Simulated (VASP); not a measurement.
VASP ran on this input.

### KPOINTS
```
Automatic
0
gamma
 6 6 3
```

**POSCAR**
```
InSb
1
    4.3574375098    -0.0000000000    -0.0000000000
   -2.1787187550     3.7736519302     0.0000000000
    0.0000000000     0.0000000000     7.1776335562
In Sb
2 2
Direct
  0.3333330000   0.6666670000   0.0008037161
  0.6666670000   0.3333330000   0.5008037161
  0.3333330000   0.6666670000   0.3741962839
  0.6666670000   0.3333330000   0.8741962839
```

INCAR:
```
! general
SYSTEM  = InSb
PREC    = Accurate
ENCUT   = 500
LREAL   = .FALSE.
LASPH   = .TRUE.

! electronic loop
EDIFF   = 1E-6
NELM    = 100
ALGO    = Normal
LMAXMIX = 4

! smearing
ISMEAR  = 0
SIGMA   = 0.05

! functional
GGA     = PS

! ions
IBRION  = 2
NSW     = 40
ISIF    = 3
EDIFFG  = -0.02
PSTRESS = 100

! output
LWAVE   = .FALSE.
LCHARG  = .FALSE.
```

POTCAR, in this order: In_d Sb (PBE.64 set). Program: vasp_std.

Problem. Translate this PBEsol calculation to Quantum ESPRESSO's pw.x.

Solution. One equivalent input (not run):
```
&CONTROL
  calculation = 'vc-relax'
  pseudo_dir = './pseudo'
  outdir = './out'
  tprnfor = .true.
  tstress = .true.
  nstep = 40
  forc_conv_thr = 0.00078
/
&SYSTEM
  ibrav = 0
  nat = 4
  ntyp = 2
  ecutwfc = 80
  occupations = 'smearing'
  smearing = 'gaussian'
  degauss = 0.003675
  input_dft = 'pbesol'
/
&ELECTRONS
  conv_thr = 7.3e-08
  electron_maxstep = 100
/
&IONS
/
&CELL
  press = 100
/
ATOMIC_SPECIES
  In 114.818 In.upf
  Sb 121.760 Sb.upf
CELL_PARAMETERS angstrom
     4.3574375   -0.0000000   -0.0000000
    -2.1787188    3.7736519    0.0000000
     0.0000000    0.0000000    7.1776336
ATOMIC_POSITIONS crystal
  In   0.3333330  0.6666670  0.0008037
  In   0.6666670  0.3333330  0.5008037
  Sb   0.3333330  0.6666670  0.3741963
  Sb   0.6666670  0.3333330  0.8741963
K_POINTS automatic
  6 6 3 0 0 0
```
Limits of the translation: the potentials are each code's own (VASP's PAW set, PseudoDojo norm-conserving files in pw.x), so ENCUT and ecutwfc are chosen apart and not converted; conv_thr bounds pw.x's estimated SCF error, while EDIFF bounds the energy change between steps; forc_conv_thr acts on force components and is met together with etot_conv_thr.

The structure was generated: InSb was put into the wurtzite type (P6_3mc), which need not be its known phase. This run relaxes it under an external pressure of 10 GPa. Symmetry was kept, so distortions that lower it aren't found.
